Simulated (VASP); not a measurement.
A cell of Ba (bcc) near equilibrium:

```yaml
crystal:
  lattice:
    - [-2.44748, 2.44748, 2.44748]
    - [2.44748, -2.44748, 2.44748]
    - [2.44748, 2.44748, -2.44748]
  atoms:
    - { symbol: Ba, position: [0.00000, 0.00000, 0.00000] }
```

These are PBEsol GGA, VASP's PBE PAW potentials (set 64) (plane waves; VASP 6.6.1) values and carry that method's errors.

```
run               ΔE (meV/atom)   σxx   σyy   σzz  largest shear component, with its sign (GPa)  largest force (eV/Å)
----------------  -------------  ----  ----  ----  --------------------------------------------  --------------------
as it is                    0.0  0.01  0.01  0.01                                          0.00                 0.000
after one change            3.1  0.44  0.44  0.35                                          0.00                 0.000
```
Stress is in GPa, positive when the cell is compressed.

### Question
Which change was made?
A. isotropic strain of +4.0 %
B. biaxial strain of -2.0 % in the xy plane
C. isotropic strain of +3.0 %
D. uniaxial strain of +4.0 % along x

### Answer
B, biaxial strain of -2.0 % in the xy plane

The compound is Ba in the bcc structure.
